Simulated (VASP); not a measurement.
These are optB88-vdW, VASP's PBE PAW potentials (set 64) (plane waves; VASP) values and carry that method's errors.

VASP input:

**POSCAR**
```
ZrC
1
    0.0000000000     2.3570279173     2.3570279173
    2.3570279173     0.0000000000     2.3570279173
    2.3570279173     2.3570279173    -0.0000000000
Zr C
1 1
Direct
  0.0000000000   0.0000000000   0.0000000000
  0.5000000000   0.5000000000   0.5000000000
```

**INCAR**
```
SYSTEM = ZrC
PREC = Accurate
ENCUT = 520
EDIFF = 1E-7
NELM = 100
ALGO = Normal
LREAL = .FALSE.
LASPH = .TRUE.
ISMEAR = -5
GGA = BO
PARAM1 = 0.1833333333
PARAM2 = 0.22
LUSE_VDW = .TRUE.
AGGAC = 0.0
LMAXMIX = 4
LWAVE = .FALSE.
LCHARG = .TRUE.
LORBIT = 11
NEDOS = 601
ISIF = 2
```

File KPOINTS:
```
K-points
0
Gamma
15 15 15
0 0 0
```

POTCAR, in this order: Zr_sv C (PBE.64 set). Program: vasp_std.

What VASP printed:

OUTCAR:
```
 ion  position               nearest neighbor table
   1  0.000  0.000  0.000-   2 2.36   2 2.36   2 2.36   2 2.36   2 2.36   2 2.36
   2  0.500  0.500  0.500-   1 2.36   1 2.36   1 2.36   1 2.36   1 2.36   1 2.36
  LATTYP: Found a face centered cubic cell.
 ALAT       =     4.7140558346
 Subroutine PRICEL returns:
 Original cell was already a primitive cell.
 Subroutine GETGRP returns: Found 48 space group operations
The static configuration has the point symmetry O_h .
The dynamic configuration has the point symmetry O_h .
 Subroutine INISYM returns: Found 48 space group operations
 Subroutine IBZKPT returns following result:
 Found    120 irreducible k-points:

 Following reciprocal coordinates:
            Coordinates               Weight
  0.000000  0.000000  0.000000      1.000000
  0.066667  0.000000  0.000000      8.000000
  0.133333  0.000000  0.000000      8.000000
  0.200000  0.000000  0.000000      8.000000
  0.266667  0.000000  0.000000      8.000000
  0.333333  0.000000  0.000000      8.000000
  0.400000  0.000000  0.000000      8.000000
  0.466667  0.000000  0.000000      8.000000
  0.066667  0.066667  0.000000      6.000000
  0.133333  0.066667  0.000000     24.000000
  0.200000  0.066667  0.000000     24.000000
  0.266667  0.066667  0.000000     24.000000
  0.333333  0.066667  0.000000     24.000000
  0.400000  0.066667  0.000000     24.000000
  0.466667  0.066667  0.000000     24.000000
 -0.466667  0.066667  0.000000     24.000000
 -0.400000  0.066667  0.000000     24.000000
 -0.333333  0.066667  0.000000     24.000000
 -0.266667  0.066667  0.000000     24.000000
 -0.200000  0.066667  0.000000     24.000000
 -0.133333  0.066667  0.000000     24.000000
 -0.066667  0.066667  0.000000     12.000000
  0.133333  0.133333  0.000000      6.000000
  0.200000  0.133333  0.000000     24.000000
...
```

File OSZICAR:
```
       N       E                     dE             d eps       ncg     rms          rms(c)
DAV:   1     0.114240265200E+03    0.11424E+03   -0.90112E+03  2888   0.135E+03
DAV:   2    -0.135631596271E+02   -0.12780E+03   -0.12031E+03  3392   0.335E+02
DAV:   3    -0.193066577451E+02   -0.57435E+01   -0.56510E+01  4132   0.639E+01
DAV:   4    -0.195395107904E+02   -0.23285E+00   -0.23273E+00  3816   0.124E+01
DAV:   5    -0.195447144352E+02   -0.52036E-02   -0.52031E-02  4068   0.165E+00    0.207E+01
DAV:   6    -0.159110548614E+02    0.36337E+01   -0.19285E+01  3256   0.297E+01    0.768E+00
DAV:   7    -0.157396460352E+02    0.17141E+00   -0.97088E-01  3384   0.800E+00    0.587E+00
DAV:   8    -0.157385592098E+02    0.10868E-02   -0.15440E-01  3092   0.369E+00    0.186E+00
DAV:   9    -0.157324067655E+02    0.61524E-02   -0.34503E-02  3516   0.126E+00    0.419E-01
DAV:  10    -0.157330821566E+02   -0.67539E-03   -0.22062E-03  3404   0.591E-01    0.405E-01
DAV:  11    -0.157328441129E+02    0.23804E-03   -0.71465E-04  3136   0.219E-01    0.207E-02
DAV:  12    -0.157328424122E+02    0.17006E-05   -0.22174E-05  4080   0.440E-02    0.742E-03
DAV:  13    -0.157328422763E+02    0.13599E-06   -0.12740E-06  3904   0.100E-02    0.135E-03
DAV:  14    -0.157328422675E+02    0.87489E-08   -0.23439E-08  1816   0.190E-03
   1 F= -.15732842E+02 E0= -.15732842E+02  d E =0.000000E+00
```

File OUTCAR:
```
------------------------ aborting loop because EDIFF is reached ----------------------------------------
  FORCE on cell =-STRESS in cart. coord.  units (eV):
  Direction    XX          YY          ZZ          XY          YZ          ZX
  --------------------------------------------------------------------------------------
  Total       -0.0116883     -0.0116883     -0.0116883      0.0000000      0.0000000     -0.0000000
  in kB       -0.7150533     -0.7150533     -0.7150533      0.0000000      0.0000000     -0.0000000
  external PRESSURE =      -0.7150533 kB  Pullay stress =       0.0000000 kB
  volume of cell :       26.19
      direct lattice vectors                 reciprocal lattice vectors
     0.000000000  2.357027917  2.357027917    -0.212131556  0.212131556  0.212131556
     2.357027917  0.000000000  2.357027917     0.212131556 -0.212131556  0.212131556
     2.357027917  2.357027917  0.000000000     0.212131556  0.212131556 -0.212131556
 POSITION                                       TOTAL-FORCE (eV/Angst)
 -----------------------------------------------------------------------------------
      0.00000      0.00000      0.00000         0.000000      0.000000      0.000000
      2.35703      2.35703      2.35703         0.000000      0.000000     -0.000000
 -----------------------------------------------------------------------------------
    total drift:                                0.000000      0.000000      0.000000
  FREE ENERGIE OF THE ION-ELECTRON SYSTEM (eV)
  ---------------------------------------------------
  free  energy   TOTEN  =       -15.7328422675 eV

  energy  without entropy=      -15.7328422675  energy(sigma->0) =      -15.73284227

 total charge

# of ion       s       p       d       tot
------------------------------------------
    1        2.173   6.038   1.624   9.835
    2        0.886   1.492   0.000   2.377
--------------------------------------------------
tot          3.059   7.529   1.624  12.212
```
(Selected blocks of OUTCAR.)

For a metal the tetrahedron method with Blöchl corrections gives inexact stress and forces.

The compound is ZrC in the rock salt structure. It was relaxed first.
